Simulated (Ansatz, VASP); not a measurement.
**Cross-check of TiAl3 between VASP and Ansatz**

Wanted: the spread between two codes on one cell, functional and k mesh. The cell is taken from a series of runs on this material, whose earlier steps may have relaxed, scaled, displaced or heated it; both programs get it as it stands.

Calculated with Ansatz 0.2.0; plane waves, with VASP 6.6.1 beside it; zone-centre phonons at LDA.

## 1. Starting point

The structure is tetragonal, space group I4/mmm (No. 139). The conventional cell has a = 3.651 Å, b = 3.651 Å, c = 8.178 Å, α = 90.00°, β = 90.00°, γ = 90.00°. Nearest to Al lie 4 Ti at 2.58 Å and 8 Al at 2.74 Å. Nearest to Al lie 8 Al at 2.58 to 2.74 Å and 4 Ti at 2.74 Å. Ti has 12 Al at 2.58 to 2.74 Å nearest. Farther neighbours are not listed.

## 2. VASP: zone-centre phonons, LDA

Second derivatives magnify differences that forces hide, and they need a tight electronic threshold.

Lines of VASP's logs that name or quote its potential files are left out, and so is its time.

INCAR reads:

```
SYSTEM = TiAl3
PREC = Accurate
ENCUT = 500
EDIFF = 1E-08
NELM = 120
ISMEAR = 1
SIGMA = 0.2
LREAL = .FALSE.
ALGO = Normal
GGA = CA
NBANDS = 16
LASPH = .TRUE.
LORBIT = 11
LWAVE = .FALSE.
LCHARG = .FALSE.
ISIF = 2
IBRION = 8
GGA_COMPAT = .FALSE.
KPAR = 2
```

POSCAR reads:

```
TiAl3
1.0
   -1.8254383320      1.8254383320      4.0891748356
    1.8254383320     -1.8254383320      4.0891748356
    1.8254383320      1.8254383320     -4.0891748356
Al Ti
3 1
Direct
    0.5000000000      0.5000000000      0.0000000000
    0.7500000000      0.2500000000      0.5000000000
    0.2500000000      0.7500000000      0.5000000000
    0.0000000000      0.0000000000      0.0000000000
```

KPOINTS reads:

```
Automatic mesh
0
Gamma
16 16 16
0 0 0
```

The projector-augmented-wave data sets are Al and Ti_sv (LDA family, release 64).

Run with:

```
$ mpirun -np 2 vasp_std
```

Numbers of over 12 decimals in the logs are rounded to 6 here.

The program printed:

```text
[banner, memory and clock lines left out]
running    2 mpi-ranks, on    1 nodes
 distrk:  each k-point on    1 cores,    2 groups
 distr:  one band on    1 cores,    1 groups

 POSCAR found type information on POSCAR AlTi
 POSCAR found :  2 types and       4 ions
 LDA part: xc-table for (Slater(with rela. corr.)+CA(PZ))
 , standard interpolation
 POSCAR, INCAR and KPOINTS ok, starting setup
 FFT: planning ... GRIDC
 FFT: planning ... GRID_SOFT
 FFT: planning ... GRID
 WAVECAR not read
 entering main loop
       N       E                     dE             d eps       ncg     rms          rms(c)
DAV:   1     0.120740576905E+03    0.12074E+03   -0.93152E+03 11168   0.120E+03
DAV:   2    -0.159149524042E+02   -0.13666E+03   -0.13437E+03 11504   0.318E+02
DAV:   3    -0.240751694144E+02   -0.81602E+01   -0.80316E+01 18344   0.698E+01
DAV:   4    -0.242588842741E+02   -0.18371E+00   -0.18357E+00 12896   0.103E+01
DAV:   5    -0.242651965798E+02   -0.63123E-02   -0.63121E-02 18248   0.179E+00    0.124E+01
DAV:   6    -0.230426381740E+02    0.12226E+01   -0.21159E+01 16464   0.375E+01    0.558E+00
DAV:   7    -0.225804965367E+02    0.46214E+00   -0.53216E+00 14120   0.187E+01    0.353E+00
DAV:   8    -0.225410633280E+02    0.39433E-01   -0.68161E-01 14216   0.707E+00    0.120E+00
DAV:   9    -0.225213695591E+02    0.19694E-01   -0.19399E-01 14696   0.386E+00    0.262E-01
DAV:  10    -0.225224808369E+02   -0.11113E-02   -0.51182E-03 14288   0.621E-01    0.283E-01
DAV:  11    -0.225212492107E+02    0.12316E-02   -0.65491E-03 16208   0.630E-01    0.578E-02
DAV:  12    -0.225212500779E+02   -0.86721E-06   -0.18776E-04 14736   0.110E-01    0.297E-02
DAV:  13    -0.225212494777E+02    0.60015E-06   -0.48723E-06 13424   0.189E-02    0.631E-03
DAV:  14    -0.225212493628E+02    0.11497E-06   -0.14042E-06 15840   0.790E-03    0.675E-03
DAV:  15    -0.225212492981E+02    0.64697E-07   -0.13493E-07 13128   0.378E-03    0.336E-03
DAV:  16    -0.225212492799E+02    0.18158E-07   -0.50784E-08 14216   0.163E-03    0.101E-03
DAV:  17    -0.225212492750E+02    0.49558E-08   -0.26595E-08 10984   0.148E-03
   1 F= -.22521249E+02 E0= -.22521460E+02  d E =0.630990E-03
 Linear response reoptimize wavefunctions to high precision
DAV:   1    -0.225212492753E+02   -0.36971E-09   -0.22568E-09 11208   0.321E-04
DAV:   2    -0.225212492753E+02   -0.24102E-10   -0.73431E-11  7640   0.667E-05
 Linear response DOF=           6
 Linear response progress:
  Degree of freedom:   1/  6
       N       E                     dE             d eps       ncg     rms          rms(c)
RMM:   1    -0.896093781510E-02   -0.89609E-02    0.50704E-03 35221   0.151E+00
RMM:   2    -0.754922893810E-02    0.14117E-02   -0.20026E-03 39463   0.278E-01    0.520E-02
RMM:   3    -0.757473777663E-02   -0.25509E-04   -0.41055E-04 42721   0.127E-01    0.273E-02
RMM:   4    -0.769814813292E-02   -0.12341E-03   -0.13955E-04 42782   0.641E-02    0.768E-03
RMM:   5    -0.771029945525E-02   -0.12151E-04   -0.17929E-05 46488   0.246E-02    0.351E-03
RMM:   6    -0.772028817353E-02   -0.99887E-05   -0.32742E-06 49663   0.967E-03    0.115E-03
RMM:   7    -0.772119174545E-02   -0.90357E-06   -0.43740E-07 48309   0.345E-03    0.396E-04
RMM:   8    -0.772139473547E-02   -0.20299E-06   -0.11142E-07 46857   0.174E-03    0.195E-04
RMM:   9    -0.772175079666E-02   -0.35606E-06   -0.22508E-08 48861   0.766E-04    0.484E-05
RMM:  10    -0.772164103816E-02    0.10976E-06   -0.13168E-08 49452   0.371E-04    0.282E-05
RMM:  11    -0.772165462057E-02   -0.13582E-07   -0.85564E-09 51756   0.154E-04    0.102E-05
RMM:  12    -0.772163999681E-02    0.14624E-07   -0.72896E-09 51614   0.732E-05    0.651E-06
RMM:  13    -0.772164560824E-02   -0.56114E-08   -0.49739E-09 49178   0.361E-05    0.326E-06
 first order change of Fermi-energy   0.19403E-03
 force on displaced ion       1 direction 1 : -11.891   0.000  -0.000
 Linear response progress:
  Degree of freedom:   2/  6
       N       E                     dE             d eps       ncg     rms          rms(c)
RMM:   1    -0.116973413892E-01   -0.11697E-01    0.68722E-03 26246   0.817E-01
RMM:   2    -0.876367168679E-02    0.29337E-02   -0.17340E-03 23057   0.217E-01    0.563E-02
RMM:   3    -0.866169960954E-02    0.10197E-03   -0.66884E-04 23116   0.115E-01    0.241E-02
RMM:   4    -0.872013965471E-02   -0.58440E-04   -0.21357E-04 24025   0.616E-02    0.799E-03
RMM:   5    -0.871521705505E-02    0.49226E-05   -0.25179E-05 24850   0.249E-02    0.290E-03
RMM:   6    -0.872391320238E-02   -0.86961E-05   -0.64198E-06 25593   0.105E-02    0.848E-04
RMM:   7    -0.872126800165E-02    0.26452E-05   -0.13186E-06 26739   0.453E-03    0.302E-04
RMM:   8    -0.872047438513E-02    0.79362E-06   -0.51455E-07 27431   0.182E-03    0.168E-04
RMM:   9    -0.872061219125E-02   -0.13781E-06    0.57576E-08 27547   0.841E-04    0.409E-05
RMM:  10    -0.872068638076E-02   -0.74190E-07    0.43574E-08 28327   0.378E-04    0.429E-05
RMM:  11    -0.872069253200E-02   -0.61512E-08    0.60770E-08 27842   0.183E-04    0.156E-05
 first order change of Fermi-energy   0.28579E-03
 force on displaced ion       1 direction 3 :   0.000   0.000  -6.261
 Linear response progress:
  Degree of freedom:   3/  6
       N       E                     dE             d eps       ncg     rms          rms(c)
RMM:   1    -0.918482144946E-02   -0.91848E-02   -0.28216E-03 81606   0.763E-01
RMM:   2    -0.753538845997E-02    0.16494E-02   -0.13969E-03 73057   0.200E-01    0.710E-02
RMM:   3    -0.745626674310E-02    0.79122E-04   -0.41313E-04 72000   0.107E-01    0.313E-02
RMM:   4    -0.758892235189E-02   -0.13266E-03   -0.19008E-04 74651   0.615E-02    0.845E-03
RMM:   5    -0.759331841258E-02   -0.43961E-05   -0.21188E-05 83205   0.230E-02    0.282E-03
RMM:   6    -0.760449289571E-02   -0.11174E-04   -0.43021E-06 89611   0.875E-03    0.984E-04
RMM:   7    -0.760284800821E-02    0.16449E-05   -0.72224E-07 87337   0.302E-03    0.197E-04
RMM:   8    -0.760365290830E-02   -0.80490E-06   -0.14270E-07 89616   0.126E-03    0.101E-04
RMM:   9    -0.760378262545E-02   -0.12972E-06    0.22755E-08 90181   0.529E-04    0.522E-05
RMM:  10    -0.760370539973E-02    0.77226E-07    0.26500E-08 88996   0.250E-04    0.136E-05
RMM:  11    -0.760374618530E-02   -0.40786E-07    0.69645E-08 90748   0.122E-04    0.831E-06
RMM:  12    -0.760372959662E-02    0.16589E-07    0.19679E-08 89308   0.656E-05    0.186E-06
RMM:  13    -0.760372469235E-02    0.49043E-08    0.20720E-08 93293   0.353E-05    0.973E-07
 first order change of Fermi-energy   0.46036E-06
 force on displaced ion       2 direction 1 : -10.540  -0.000  -0.000
 Linear response progress:
  Degree of freedom:   4/  6
       N       E                     dE             d eps       ncg     rms          rms(c)
RMM:   1    -0.124797917574E-01   -0.12480E-01    0.39480E-04 40045   0.141E+00
RMM:   2    -0.910446869783E-02    0.33753E-02   -0.21230E-03 40793   0.300E-01    0.674E-02
RMM:   3    -0.901290472842E-02    0.91564E-04   -0.72169E-04 41039   0.156E-01    0.305E-02
RMM:   4    -0.910977743206E-02   -0.96873E-04   -0.25953E-04 44685   0.859E-02    0.115E-02
RMM:   5    -0.912060076333E-02   -0.10823E-04   -0.34705E-05 47403   0.337E-02    0.395E-03
RMM:   6    -0.913480582426E-02   -0.14205E-04   -0.73877E-06 49015   0.150E-02    0.146E-03
RMM:   7    -0.913220395653E-02    0.26019E-05   -0.16098E-06 49023   0.600E-03    0.637E-04
RMM:   8    -0.913158354937E-02    0.62041E-06   -0.36618E-07 49561   0.251E-03    0.325E-04
RMM:   9    -0.913206537634E-02   -0.48183E-06   -0.95779E-08 49363   0.107E-03    0.124E-04
RMM:  10    -0.913213029268E-02   -0.64916E-07   -0.28047E-08 49471   0.492E-04    0.545E-05
RMM:  11    -0.913210012946E-02    0.30163E-07   -0.13655E-08 50439   0.231E-04    0.832E-06
RMM:  12    -0.913209545069E-02    0.46788E-08   -0.20840E-08 51806   0.986E-05    0.563E-06
 first order change of Fermi-energy  -0.31549E-03
 force on displaced ion       2 direction 3 :   0.000  -0.000  -9.295
 Linear response progress:
  Degree of freedom:   5/  6
       N       E                     dE             d eps       ncg     rms          rms(c)
RMM:   1    -0.753689470956E+00   -0.75369E+00    0.12426E+01 20061   0.136E+02
RMM:   2    -0.665314395611E+00    0.88375E-01   -0.53595E-01 34210   0.590E+00    0.183E-01
RMM:   3    -0.664277513625E+00    0.10369E-02   -0.26099E-02 39661   0.131E+00    0.854E-02
RMM:   4    -0.665443012178E+00   -0.11655E-02   -0.18050E-02 45899   0.580E-01    0.346E-02
RMM:   5    -0.667120920442E+00   -0.16779E-02   -0.10989E-03 44381   0.181E-01    0.114E-02
RMM:   6    -0.667403407827E+00   -0.28249E-03   -0.26592E-04 48336   0.722E-02    0.389E-03
RMM:   7    -0.667328519554E+00    0.74888E-04   -0.39386E-05 47946   0.265E-02    0.297E-03
RMM:   8    -0.667438778016E+00   -0.11026E-03   -0.13042E-05 46546   0.125E-02    0.539E-04
RMM:   9    -0.667451677268E+00   -0.12899E-04   -0.58463E-06 50265   0.588E-03    0.171E-04
RMM:  10    -0.667447488103E+00    0.41892E-05   -0.39939E-06 51553   0.322E-03    0.202E-04
RMM:  11    -0.667455091054E+00   -0.76030E-05   -0.27860E-06 46207   0.204E-03    0.227E-05
RMM:  12    -0.667455030919E+00    0.60136E-07   -0.23756E-06 51465   0.138E-03    0.126E-05
RMM:  13    -0.667455842690E+00   -0.81177E-06   -0.18980E-06 49223   0.105E-03    0.909E-06
RMM:  14    -0.667456207753E+00   -0.36506E-06   -0.15830E-06 48656   0.840E-04    0.109E-05
RMM:  15    -0.667455651260E+00    0.55649E-06   -0.12918E-06 45379   0.713E-04    0.108E-05
RMM:  16    -0.667455764058E+00   -0.11280E-06   -0.10813E-06 49891   0.606E-04    0.108E-05
 first order change of Fermi-energy  -0.30496E-03
 force on displaced ion       4 direction 1 : -14.319   0.000   0.000
 Linear response progress:
  Degree of freedom:   6/  6
       N       E                     dE             d eps       ncg     rms          rms(c)
RMM:   1    -0.701655304036E+00   -0.70166E+00    0.22424E+01 11339   0.141E+02
RMM:   2    -0.613328004302E+00    0.88327E-01   -0.59534E-01 18824   0.597E+00    0.191E-01
RMM:   3    -0.612191384931E+00    0.11366E-02   -0.28348E-02 22089   0.135E+00    0.856E-02
RMM:   4    -0.613114218634E+00   -0.92283E-03   -0.18254E-02 25117   0.575E-01    0.309E-02
RMM:   5    -0.614379001777E+00   -0.12648E-02   -0.81049E-04 25002   0.164E-01    0.103E-02
RMM:   6    -0.614810872151E+00   -0.43187E-03   -0.25312E-04 26061   0.690E-02    0.283E-03
RMM:   7    -0.614820194605E+00   -0.93225E-05   -0.39372E-05 26908   0.244E-02    0.194E-03
RMM:   8    -0.614885253650E+00   -0.65059E-04   -0.16010E-05 25709   0.116E-02    0.602E-04
RMM:   9    -0.614903431560E+00   -0.18178E-04   -0.10110E-05 27204   0.589E-03    0.241E-04
RMM:  10    -0.614896181287E+00    0.72503E-05   -0.80015E-06 27492   0.334E-03    0.110E-04
RMM:  11    -0.614898617703E+00   -0.24364E-05   -0.67511E-06 27270   0.202E-03    0.450E-05
RMM:  12    -0.614899304240E+00   -0.68654E-06   -0.56518E-06 26953   0.150E-03    0.108E-05
RMM:  13    -0.614899684481E+00   -0.38024E-06   -0.51257E-06 27737   0.121E-03    0.121E-05
RMM:  14    -0.614899628401E+00    0.56081E-07   -0.44444E-06 26755   0.103E-03    0.260E-05
RMM:  15    -0.614899821890E+00   -0.19349E-06   -0.37859E-06 24086   0.914E-04    0.194E-05
RMM:  16    -0.614899937667E+00   -0.11578E-06   -0.37955E-06 24575   0.816E-04    0.171E-05
RMM:  17    -0.614899978477E+00   -0.40810E-07   -0.35365E-06 27386   0.733E-04    0.204E-05
RMM:  18    -0.614900059143E+00   -0.80666E-07   -0.30949E-06 25090   0.669E-04    0.245E-05
RMM:  19    -0.614900133233E+00   -0.74090E-07   -0.28788E-06 23029   0.620E-04    0.248E-05
RMM:  20    -0.614900153924E+00   -0.20692E-07   -0.25088E-06 23678   0.570E-04    0.263E-05
RMM:  21    -0.614900173320E+00   -0.19395E-07   -0.24232E-06 23521   0.527E-04    0.283E-05
 first order change of Fermi-energy   0.29468E-03
 force on displaced ion       4 direction 3 :   0.000   0.000 -11.178
 Linear response finished
```

(Part 1 of 2 ends here.)

[Lines on the potential files, build, host, timing and source positions are cut from VASP's logs without a mark.]

[Logs are printed without paths, hosts, clocks, repeated set-up lines and the standing remarks that a program may print on its own settings, such as how far it seeks lower states.]

[Hosts, paths, dates, database ids (printed as entryN), source tags and the programs' standing remarks are cut or masked in the printed files.]
